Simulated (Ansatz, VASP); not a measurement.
# Two plane-wave programs on GaAsSe3

Contents of INCAR:

```
ALGO = Normal ; EDIFF = 1E-6
ENCUT = 520 ; GGA = PE
ISIF = 2 ; ISMEAR = 0
LASPH = T ; LCHARG = F
LREAL = F ; LWAVE = F
NBANDS = 26 ; NELM = 60
PREC = Accurate ; SIGMA = 0.1
```

Contents of KPOINTS:

```
k-points
0
Gamma
  4 4 4
```

File POSCAR:

```
GaAsSe3
1.0
    4.9713916600      0.0000000000      0.0000000000
    0.0000000000      4.9713916600      0.0000000000
    0.0000000000      0.0000000000      4.9713916600
Ga As Se
1 1 3
Direct
    0.0000000000      0.0000000000      0.0000000000
    0.5000000000      0.5000000000      0.5000000000
    0.0000000000      0.5000000000      0.5000000000
    0.5000000000      0.5000000000      0.0000000000
    0.5000000000      0.0000000000      0.5000000000
```

Input for Ansatz:

```yaml
crystal:
  lattice:
    - [4.97139166, 0.0, 0.0]
    - [0.0, 4.97139166, 0.0]
    - [0.0, 0.0, 4.97139166]
  atoms:
    - { symbol: Ga, position: [0.0, 0.0, 0.0] }
    - { symbol: As, position: [0.5, 0.5, 0.5] }
    - { symbol: Se, position: [0.0, 0.5, 0.5] }
    - { symbol: Se, position: [0.5, 0.5, 0.0] }
    - { symbol: Se, position: [0.5, 0.0, 0.5] }
basis:
  ecutwfc: 420
kpoints:
  mp_grid: { grid: [4, 4, 4] }
hamiltonian:
  xc: pbe
scf:
  occupations: { method: gaussian, width: 0.1 }
  lower_state_search: "off"
output:
  forces: true
  stress: true
  eigenvalues: true
```

Change from the starting cell: species swapped into the Sc3SnC type (Pm-3m, No. 221).

Alike in both runs: task single point; functional PBE; k mesh 4 × 4 × 4; occupations gaussian, width 0.1 eV; no spin polarisation.

|  | VASP | Ansatz |
| --- | --- | --- |
| version | VASP 6.6.1 | Ansatz 0.2.0 |
| potentials or method | VASP PAW PBE potentials, release 64 (Ga_d, As, Se) | scalar-relativistic, plane waves, PAW |
| plane-wave cutoff (eV) | 520 | 420 |
| valence electrons in the cell | 36 | 76 |

Ansatz gave:

- gap on the k mesh at the Fermi level (eV): none
- pressure (GPa): 4.1

**Question.** What did VASP give for the same quantities?

**Answer.** gap on the k mesh at the Fermi level (eV): none; pressure (GPa): 4.2.

A gap of «none» marks a metal or a gap that the smearing closes. The two sets of potentials don't hold the same shells in valence.
